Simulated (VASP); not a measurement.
Data:

```
CsI
1.0
    4.51645     0.03387     0.00000
    0.03387     4.51645     0.00000
    0.00000     0.00000     4.51645
Cs I
1 1
Cartesian
  0.00000   0.00000   0.00000
  2.27516   2.27516   2.25822
```

Calculation: PBEsol GGA, VASP's PBE PAW potentials (set 64) (plane waves; VASP 6.6.1). Settings: 480 eV cut-off, 6×6×6 Γ-centred mesh, Gaussian smearing of 0.050 eV, potentials Cs_sv I.

Task: Estimate the energy per atom (σ→0).

Result: 
* **energy per atom (σ→0)**: -2.887 eV/atom

The absolute energy has meaning only against runs of the same code, potentials and settings.

The compound is CsI in the CsCl type structure. This cell was strained or had an atom moved on purpose.
